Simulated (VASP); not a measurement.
All values below come from PBE GGA with D3 dispersion (zero damping), VASP's PBE PAW potentials (set 64) (plane waves; VASP).

A VASP calculation is set up with these files.

### POSCAR
```
C
1
    1.2574715243    -2.1780040622     0.0000000000
    1.2574715243     2.1780040622     0.0000000000
    0.0000000000     0.0000000000     7.0887318226
C
4
Direct
  0.0000000000   0.0000000000   0.2500000000
  0.0000000000   0.0000000000   0.7500000000
  0.3333330000   0.6666670000   0.2500000000
  0.6666670000   0.3333330000   0.7500000000
```

### INCAR
```
SYSTEM = C
PREC = Accurate
ENCUT = 520
EDIFF = 1E-7
NELM = 100
ALGO = Normal
LREAL = .FALSE.
LASPH = .TRUE.
ISMEAR = 0
SIGMA = 0.05
GGA = PE
IVDW = 11
LWAVE = .FALSE.
LCHARG = .FALSE.
ISIF = 4
IBRION = 2
NSW = 30
EDIFFG = -0.01
```

KPOINTS:
```
kpoints
0
gamma
 10 10 3
```

POTCAR, in this order: C (PBE.64 set). Program: vasp_std.

Problem. What will the output report for the number of irreducible k-points (NKPTS), largest plane-wave count, number of space-group operations, FFT grid (NGX, NGY, NGZ)?

Solution. 
| Property | Value |
|---|---|
| number of irreducible k-points (NKPTS) | 28 |
| largest plane-wave count | 1064 |
| number of space-group operations | 24 |
| FFT grid (NGX, NGY, NGZ) | 20 × 20 × 54 |

The compound is C in the graphite structure. This cell is one point of a volume scan, at 1.06 of the reference volume. Symmetry was kept, so distortions that lower it aren't found.
